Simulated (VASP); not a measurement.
Given:

```yaml
crystal:
  lattice:
    - [0.00000, 2.07149, 2.07149]
    - [2.07149, 0.00000, 2.07149]
    - [2.07149, 2.07149, 0.00000]
  atoms:
    - { symbol: Mg, position: [0.00000, 0.00000, 0.00000] }
    - { symbol: O, position: [0.50000, 0.50000, 0.50000] }
```

These are SCAN meta-GGA, VASP's PBE PAW potentials (set 64) (plane waves; VASP 6.6.1) values and carry that method's errors. Numerical set-up: 520 eV cut-off, 11×11×11 Γ-centred mesh, Gaussian smearing of 0.050 eV, potentials Mg O.

Q: Give the stress tensor in GPa (positive for a compressed cell).

A: 
```
5.69  0.00  0.00
0.00  5.69  0.00
0.00  0.00  5.69
```
The pressure is its mean diagonal, 5.69 GPa.

The compound is MgO in the rock salt structure. This cell is one point of a volume scan, at 0.97 of the reference volume.
